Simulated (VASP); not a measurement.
Given:

```yaml
crystal:
  lattice:
    - [2.19874, -3.80833, 0.00000]
    - [2.19874, 3.80833, 0.00000]
    - [0.00000, 0.00000, 7.15872]
  atoms:
    - { symbol: Cd, position: [0.66667, 0.33333, 0.50011] }
    - { symbol: Cd, position: [0.33333, 0.66667, 0.00011] }
    - { symbol: Se, position: [0.66667, 0.33333, 0.87589] }
    - { symbol: Se, position: [0.33333, 0.66667, 0.37589] }
```

Computed with HSE06 screened hybrid, VASP's PBE PAW potentials (set 64) (plane waves; VASP). Run with 520 eV cut-off, 4×4×4 Γ-centred mesh, Gaussian smearing of 0.050 eV, potentials Cd Se.

Question: Give the stress tensor in GPa (positive for a compressed cell).

Answer: 
```
-1.29   0.00   0.00
 0.00  -1.29   0.00
 0.00   0.00  -1.36
```
The pressure is its mean diagonal, -1.31 GPa.

The compound is CdSe in the wurtzite structure. It was relaxed first, which changed the volume by +7 %. The cell's shape comes from a PBE relaxation.
